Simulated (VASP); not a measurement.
A VASP calculation is set up with these files.

### POSCAR
```
CsI
1
    4.6119014055     0.0000000000     0.0000000000
    0.0000000000     4.6119014055     0.0000000000
    0.0000000000     0.0000000000     4.6119014055
Cs I
1 1
Direct
  0.0000000000   0.0000000000   0.0000000000
  0.5000000000   0.5000000000   0.5000000000
```

**INCAR**
```
# general
SYSTEM  = CsI
PREC    = Accurate
ENCUT   = 480   # plane-wave cut-off (eV)
LREAL   = .FALSE.   # projection in real space or not
LASPH   = .TRUE.

# electronic loop
EDIFF   = 1E-7
NELM    = 100   # most electronic steps
ALGO    = Normal   # blocked Davidson
LMAXMIX = 4   # l cut-off of mixed one-centre charges
LMIXTAU = .TRUE.

# smearing
ISMEAR  = 0
SIGMA   = 0.05   # width (eV)

# functional
METAGGA = R2SCAN

# ions
ISIF    = 2

# output
LWAVE   = .FALSE.
LCHARG  = .FALSE.
```

File KPOINTS:
```
kpoints
0
G
 6 6 6
```

POTCAR, in this order: Cs_sv I (PBE.64 set). Program: vasp_std.

Problem. Write an equivalent input for Ansatz.

Solution. One equivalent input (not run):
Ansatz 0.2 input:
```yaml
crystal:
  lattice:
    - [4.6119014, 0.0000000, 0.0000000]
    - [0.0000000, 4.6119014, 0.0000000]
    - [0.0000000, 0.0000000, 4.6119014]
  atoms:
    - { symbol: Cs, position: [0.0000000, 0.0000000, 0.0000000] }
    - { symbol: I, position: [0.5000000, 0.5000000, 0.5000000] }
kpoints:
  mp_grid: { grid: [6, 6, 6] }
hamiltonian:
  xc: r2scan
  pseudopotentials: { kind: paw }
scf:
  occupations: { method: gaussian, width: 0.05 }
  max_iter: 100
output: { forces: true, stress: true, eigenvalues: true }
```
What does not carry over: each code has its own PAW files, so the cut-off isn't converted (ENCUT is set for VASP's; basis.ecutwfc is left out, and Ansatz then takes the one that its files recommend); Ansatz stops its SCF on the density residual and VASP on the energy change (EDIFF).

The compound is CsI in the CsCl type structure. It was relaxed first.
